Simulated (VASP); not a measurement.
The system is ZrTaO4.

```
CELL_PARAMETERS angstrom
0.00000 3.38118 3.38118
3.38118 0.00000 3.38118
3.38118 3.38118 0.00000
ATOMIC_POSITIONS crystal
Zr 0.25000 0.25000 0.25000
Ta 0.00000 0.00000 0.00000
O 0.62535 0.62535 0.12394
O 0.62535 0.12394 0.62535
O 0.12394 0.62535 0.62535
O 0.62535 0.62535 0.62535
```

The cell was built by a generator and needn't be a form met in nature.

| Property | Result |
| --- | --- |
| Program | VASP 6.6.1 |
| Task | relaxation of cell and atoms |
| Functional | PBE |
| Potentials or basis | VASP PAW PBE potentials, release 64 (Zr_sv, Ta_pv, O) |
| Cutoff | 520 eV |
| k mesh | 4 × 4 × 4 |
| Occupations | gaussian, width 0.15 eV |
| Spin | no spin polarisation |

At the start: pressure -21.6 GPa; volume 12.89 Å³/atom.

**Question.** Where does the relaxation end?

**Answer.** Over 3 steps the energy falls by 176.8 meV/atom and the volume is 10.67 Å³/atom (-17.2 %); space group F-43m (No. 216, to 0.05 Å).

The path:
```tsv
step	energy change (eV)	largest force (eV/Å)	pressure (GPa)	volume (Å³)
1	0.0000	0.0400	-21.57	77.31
2	-0.8660	0.0471	14.49	59.48
3	-1.0607	0.0100	0.12	64.00
```

Final structure:
```
Zr Ta O
1.0
     0.00000    3.17481    3.17481
     3.17481    0.00000    3.17481
     3.17481    3.17481    0.00000
Zr Ta O
1 1 4
Cartesian
  1.5874 1.5874 1.5874
  0.0000 0.0000 0.0000
  2.3781 2.3781 3.9715
  2.3781 3.9715 2.3781
  3.9715 2.3781 2.3781
  3.9715 3.9715 3.9715
```

Caveat: the k mesh is coarse (spacing up to 0.40 Å⁻¹), so the values aren't converged; the volume moved by over 15 % at a fixed basis, so the end points are rough; an odd number of electrons without spin polarisation forces a metal; a magnetic or distorted state may lie lower.
